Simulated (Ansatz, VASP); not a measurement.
# Al2O3 (Corundum): VASP beside Ansatz, part 2 of 2

One calculation is typed for both programs; each brings its own data sets. How far apart do they land? The cell is taken from a series of runs on this material, whose earlier steps may have relaxed, scaled, displaced or heated it; both programs get it as it stands.

VASP 6.6.1 and Ansatz 0.2.0.

So far. Step 2 (VASP: single point, HSE06): The run ends at a pressure of 10.28 GPa, with forces up to 0.023 eV/Å.

## 3. Ansatz: single point, HSE06

Level of this step: Ansatz beside VASP: Kohn-Sham DFT, plane waves, HSE06 (Ansatz).

Ansatz runs on its default PAW (the set named soft_2) files.

The same cell, functional and mesh now go to Ansatz.

The input, input.yaml:

```yaml
crystal:
  lattice:
    - [2.348080516, 1.3556649179, 4.2733207511]
    - [-2.348080516, 1.3556649179, 4.2733207511]
    - [0.0, -2.711329836, 4.2733207511]
  atoms:
    - { symbol: Al, position: [0.3517843145, 0.3517843145, 0.3517843145] }
    - { symbol: Al, position: [0.1482156855, 0.1482156855, 0.1482156855] }
    - { symbol: Al, position: [0.6482156855, 0.6482156855, 0.6482156855] }
    - { symbol: Al, position: [0.8517843145, 0.8517843145, 0.8517843145] }
    - { symbol: O, position: [0.5568152714, 0.9431847286, 0.25] }
    - { symbol: O, position: [0.25, 0.5568152714, 0.9431847286] }
    - { symbol: O, position: [0.9431847286, 0.25, 0.5568152714] }
    - { symbol: O, position: [0.4431847286, 0.0568152714, 0.75] }
    - { symbol: O, position: [0.75, 0.4431847286, 0.0568152714] }
    - { symbol: O, position: [0.0568152714, 0.75, 0.4431847286] }
kpoints:
  mp_grid: { grid: [3, 3, 3] }
hamiltonian:
  xc: hse06
scf:
  occupations: { method: fixed }
  n_extra_bands: 7
  lower_state_search: "off"
  convergence: { dr2_threshold: 1.0e-09 }
output:
  eigenvalues: true
basis:
  ecutwfc: 650
```

Command:

```bash
> ansatz run input.yaml --threads 20 --pin off --max-ram 73728MiB --backend cpu --events-out ev --progress --plain --runs-dir out
```

Numbers of over 12 decimals in the logs are rounded to 6 here.

The program printed:

```text
scf.n_extra_bands = 7 over 24 filled bands (N_el = 48.0): the run solves 31 bands
Engine: ansatz 0.2.0, aarch64-unknown-linux-gnu
Pseudopotentials: kind: paw
Pseudopotential: Al, paw, valence charge 3, recommended cutoff 420 eV (normal), Al.paw.azcp
Pseudopotential: O, paw, valence charge 6, recommended cutoff 420 eV (normal), O.paw.azcp
Functional definition: HSE06
  parameter a = 0.25
  parameter omega = 0.11/bohr
  exchange = pbe_x - a*pbe_x_sr(omega) + a*exact_x_sr(omega)
  correlation = pbe_c
davidson cushion auto → on  (no smearing: the cushion is to keep the highest requested band from converging to the state above it; pin scf.eigensolver.cushion to override)
Crystal: 10 atoms, lattice volume = 81.617 Å³
Basis set: ecut = 650 eV, 3071 PW (Γ)
Bands: 31, of which v1, the nominal top of the filled ones, is band 24 counted from 1 (23 counted from 0)
Symmetry: 12 space group operations
Space group: R-3c (ITA 167), of the structure as read, at distance tolerance 4.3e-5 Å
k-points: 6 of 27
Non-local potential: Al, projectors of the file, l = 0: 2, l = 1: 2, l = 2: 1
Non-local potential: O, projectors of the file, l = 0: 2, l = 1: 2, l = 2: 1
PAW form: soft (Blöchl's): semilocal exchange-correlation on the pseudo side does not see the compensation charge
PAW frozen core: Al, regenerated for the run's functional, and the local potential with it (the file was generated under x = pbe(κ = 0.804, μ = 0.219515), c = pbe(β = 0.066725))
PAW frozen core: O, regenerated for the run's functional, and the local potential with it (the file was generated under x = pbe(κ = 0.804, μ = 0.219515), c = pbe(β = 0.066725))
PAW one-centre angular grid: Al, 110 points (default); XC on 64 Gauss nodes
PAW one-centre angular grid: O, 110 points (default); XC on 96 Gauss nodes
Initial density: superposition of atomic densities (neutral atoms: chi_scale 0, normalization atom), corrected by the library's trained network
Initial wavefunctions: pseudopotential atomic-orbital guess
Functional: x = pbe(κ = 0.804, μ = 0.219515), c = pbe(β = 0.066725), warm-up for x = pbe(κ = 0.804, μ = 0.219515) + 0.25 (exact − pbe) at short range (hse, ω = 0.207870 Å⁻¹), c = pbe(β = 0.066725); HSE06 as pw.x's `hse` composes it (authors' and Libxc's form: `xc: wpbeh`)
SCF iter   1: F=—  HF=-5569.307563 eV  |F-HF|=—  |Δ(HF+E_count)|=         —  Δρ=1.78e-3  dr2=7.51e-4  ethr=1.77e-3  ⟨swp⟩=8.5  Hψ=1020  notcnv=0
preconditioner: auto → none  [insulator: Δε(μ)=6.751 eV  Ē_g=17.400 eV  n_scr=20 (ndim 8)  ℏωp=28.5 eV  f_vac=0.000]
SCF iter   2: F=—  HF=-5569.310561 eV  |F-HF|=—  |Δ(HF+E_count)|=   3.00e-3  Δρ=9.49e-4  dr2=1.77e-4  ethr=1.56e-6  ⟨swp⟩=7.2  Hψ=838  notcnv=0  defer=18
SCF iter   3: F=-5569.311078 eV  HF=-5569.311076 eV  |F-HF|=1.63e-6  |Δ(HF+E_count)|=   5.15e-4  Δρ=3.76e-4  dr2=5.05e-5  ethr=3.68e-7  ⟨swp⟩=4.8  Hψ=610  notcnv=0  defer=1
SCF 1 stopped early in 3 iterations: F = -5569.311078 eV  dr2 = 5.05e-5
  greatest PAW one-centre occupation: 0.860 electrons in one spin orbital (limit 2), on the O atom at site 9 (counted from 0), in its partial waves of l = 0
Initial density: handed on by an earlier stage of this run
Initial wavefunctions: those handed on with the density
Functional: x = pbe(κ = 0.804, μ = 0.219515) + 0.25 (exact − pbe) at short range (hse, ω = 0.207870 Å⁻¹), c = pbe(β = 0.066725); HSE06 as pw.x's `hse` composes it (authors' and Libxc's form: `xc: wpbeh`)
Exchange kernel: α = 0.2500, screened, ω = 0.2079 Å⁻¹, Wigner–Seitz truncation, v(0) = 1009.9682 eV·Å³, q-mesh 3×3×3, nearest image of the exchange supercell L = 14.09 Å, pair-density grid 30×30×30, without the augmentation charges, whose exchange is taken in its separable form by FFT convolution over the k-point mesh (sized by the pseudopotential files, 36×36×36 at the most), smooth part of the exact exchange by density-matrix convolution
Frozen-core exchange: fock
SCF iter   1: F=—  HF=-5570.932369 eV  |F-HF|=—  |Δ(HF+E_count)|=         —  Δρ=7.78e-3  dr2=2.31e-2  ethr=1.05e-6  ⟨swp⟩=8.5  Hψ=1093  notcnv=0
preconditioner: auto → none  [insulator: Δε(μ)=8.625 eV  Ē_g=19.966 eV  n_scr=20 (ndim 8)  ℏωp=28.5 eV  f_vac=0.000]
SCF iter   2: F=—  HF=-5570.923179 eV  |F-HF|=—  |Δ(HF+E_count)|=   9.19e-3  Δρ=3.91e-3  dr2=4.99e-3  ethr=1.05e-6  ⟨swp⟩=4.8  Hψ=708  notcnv=0
SCF iter   3: F=—  HF=-5570.935611 eV  |F-HF|=—  |Δ(HF+E_count)|=   1.24e-2  Δρ=1.32e-3  dr2=1.41e-3  ethr=1.05e-6  ⟨swp⟩=4.8  Hψ=672  notcnv=0
SCF iter   4: F=—  HF=-5570.935220 eV  |F-HF|=—  |Δ(HF+E_count)|=   3.91e-4  Δρ=5.50e-4  dr2=2.17e-4  ethr=1.05e-6  ⟨swp⟩=4.0  Hψ=687  notcnv=0
iter 5 solved again at ethr=1.03e-8 eV; its pass at ethr=3.76e-7 eV (dr2=4.93e-6 eV) is discarded
SCF iter   5: F=-5570.935151 eV  HF=-5570.935154 eV  |F-HF|=2.63e-6  |Δ(HF+E_count)|=   6.62e-5  Δρ=8.95e-5  dr2=1.36e-5  ethr=1.03e-8  ⟨swp⟩=4.0  Hψ=1038  notcnv=0
eigensolver tolerance schedule: the retry pair's looser diagonalisation over-reported the residual by 0.33 of it (diagonalisation noise at 0.34 of the residual, at the tolerance the schedule requests for it); recorded, not acted on — ethr = c·dr2/N_el stays at c = 1.0e-1
SCF 2 stopped early in 5 iterations: F = -5570.935151 eV  dr2 = 1.36e-5
  greatest PAW one-centre occupation: 0.864 electrons in one spin orbital (limit 2), on the O atom at site 9 (counted from 0), in its partial waves of l = 0
hybrid outer 1: dexx = +1.534e-2 eV, tail = 4.41e-5 eV
Exchange kernel: α = 0.2500, screened, ω = 0.2079 Å⁻¹, Wigner–Seitz truncation, v(0) = 1009.9682 eV·Å³, q-mesh 3×3×3, nearest image of the exchange supercell L = 14.09 Å, pair-density grid 30×30×30, without the augmentation charges, whose exchange is taken in its separable form by FFT convolution over the k-point mesh (sized by the pseudopotential files, 36×36×36 at the most), smooth part of the exact exchange by density-matrix convolution
Frozen-core exchange: fock
SCF iter   1: F=—  HF=-5570.935258 eV  |F-HF|=—  |Δ(HF+E_count)|=         —  Δρ=8.17e-5  dr2=4.86e-6  ethr=4.59e-7  ⟨swp⟩=4.7  Hψ=459  notcnv=0
preconditioner: auto → none  [insulator: Δε(μ)=8.650 eV  Ē_g=19.961 eV  n_scr=20 (ndim 8)  ℏωp=28.5 eV  f_vac=0.000]
iter 2 solved again at ethr=3.07e-10 eV; its pass at ethr=9.64e-9 eV (dr2=1.48e-7 eV) is discarded
SCF iter   2: F=—  HF=-5570.935257 eV  |F-HF|=—  |Δ(HF+E_count)|=   1.27e-6  Δρ=2.06e-5  dr2=3.43e-7  ethr=3.07e-10  ⟨swp⟩=3.5  Hψ=1071  notcnv=0
SCF iter   3: F=—  HF=-5570.935258 eV  |F-HF|=—  |Δ(HF+E_count)|=   1.78e-6  Δρ=1.49e-5  dr2=1.62e-7  ethr=2.94e-10  ⟨swp⟩=6.0  Hψ=682  notcnv=0
SCF iter   4: F=—  HF=-5570.935258 eV  |F-HF|=—  |Δ(HF+E_count)|=   5.47e-8  Δρ=3.28e-6  dr2=4.92e-9  ethr=2.94e-10  ⟨swp⟩=3.0  Hψ=528  notcnv=0
SCF iter   5: F=-5570.935258 eV  HF=-5570.935258 eV  |F-HF|=1.43e-10  |Δ(HF+E_count)|=   1.12e-8  Δρ=8.47e-7  dr2=3.77e-10  ethr=8.30e-12  ⟨swp⟩=7.2  Hψ=689  notcnv=0
SCF 3 converged in 5 iterations: F = -5570.935258 eV  dr2 = 3.77e-10
  greatest PAW one-centre occupation: 0.864 electrons in one spin orbital (limit 2), on the O atom at site 8 (counted from 0), in its partial waves of l = 0
hybrid outer 2: dexx = +1.977e-6 eV, tail = 4.18e-9 eV, Δε = 1.36e-3 eV (about 1.43e-5 eV left of the loop's levels)
the search or the solves at the SCF's close seem to have found levels that the self-consistency loop had missed (the run counts 3). By its estimate they hold under 1e-12 electrons; where the run keeps them, the occupations were computed again with them
hybrid SCF converged: 2 outer / 10 inner (+3 warm-up), last move |dexx| = 1.98e-6 eV, tail = 4.18e-9 eV
Stability not checked: this state was not tested for a lower state beside it, because the functional holds exact exchange (a hybrid, or Hartree-Fock), whose exchange loop this test does not read (fock_operator; see scf.lower_state_search)
Free energy (F): -5570.935258 eV
Frozen-core exchange: fock
Harris-Foulkes:  -5570.935258 eV  (|F-HF|=1.43e-10)
Internal energy: -5570.935258 eV  (E = F + TS)
E sigma→0 (E₀):  -5570.935258 eV
Fermi energy:    6.993394 eV
--- Per-component energies (eV) ---
  E_band       = -1.286492
  E_kinetic    = 1199.664751
  E_local      = -1940.929590  (includes V_loc(G=0)·N_el)
  E_nonlocal   = 318.405005
  E_hartree    = 724.457160
  E_xc         = -496.418038
  E_vxc        = -559.790347  (∫ρ·V_xc dr)
  E_exx        = -137.300385  (= α·E_x^exact, valence–valence)
  E_paw        = -2808.086963  (= ΣΔE_a)
  E_vpaw       = -192.951830  (= ΣTr[D̂ρ^β])
  E_aug_tail   = 0.002738  (compensation charges beyond the density's cutoff)
  E_ewald      = -2430.390586
  E_core_change = -0.339352  (= ΣΔE_core)
  E_smearing   = -0.000000  (= −TS)
  E_closure    = 0.000000  (closes the sum)
  Σ components = -5570.935258   (vs F -5570.935258, Δ=9.09e-13)
--- Band table (eV; the first three rows and the last of 6) ---
  k-point 0: bands = [... 20 lower, 6.3531, 6.9270, 6.9270, 6.9934, 15.6436, 18.3911, 20.4363, 20.9536, ... 3 higher]
  k-point 1: bands = [... 20 lower, 5.9957, 6.3175, 6.6855, 6.7492, 17.6517, 19.2452, 19.5112, 20.0964, ... 3 higher]
  k-point 2: bands = [... 20 lower, 5.8225, 6.1613, 6.5446, 6.5907, 18.0265, 19.3604, 19.5380, 20.3636, ... 3 higher]
  k-point 5: bands = [... 20 lower, 5.8071, 5.9705, 6.2275, 6.2490, 19.0650, 19.1801, 19.7559, 20.0107, ... 3 higher]
```

In the SCF lines HF is the Harris–Foulkes energy and dr2 the Hartree energy of the density residual, in eV; the loop may stop once dr2 is under the threshold and the program's other checks hold. Hψ counts applications of the Hamiltonian.

## 4. Differences

Known differences besides the potentials themselves: exact exchange at q = 0 is treated differently, which shows on coarse meshes; VASP keeps PBE cores, Ansatz makes them for the functional; fixed occupations in Ansatz, narrow Gaussian smearing in VASP; the cutoff is 650 eV in Ansatz and 520 eV in VASP; VASP takes a coarser grid for exact exchange (PRECFOCK = Fast). Total energies have different zeros and are not compared.

Both answers:

```csv
quantity,Ansatz,VASP,difference
gap on the k mesh (eV),8.650,8.632,+0.018
```

A gap on the mesh is an upper bound, since the band edges may lie between its points.

## 5. Outcome

```
difference in gap on the k mesh (single point, HSE06) : 0.018 eV
```

What this shows: The difference in gap on the k mesh is 0.018 eV (single point, HSE06), within the 0.08 eV picked in this series as the mark of a large difference. How closely two codes agree says nothing of how well the functional describes the real material.

[Lines on the potential files, build, host, timing and source positions are cut from VASP's logs without a mark.]

[Logs are printed without paths, hosts, clocks, repeated set-up lines and the standing remarks that a program may print on its own settings, such as how far it seeks lower states.]

[Hosts, paths, dates, database ids (printed as entryN), source tags and the programs' standing remarks are cut or masked in the printed files.]
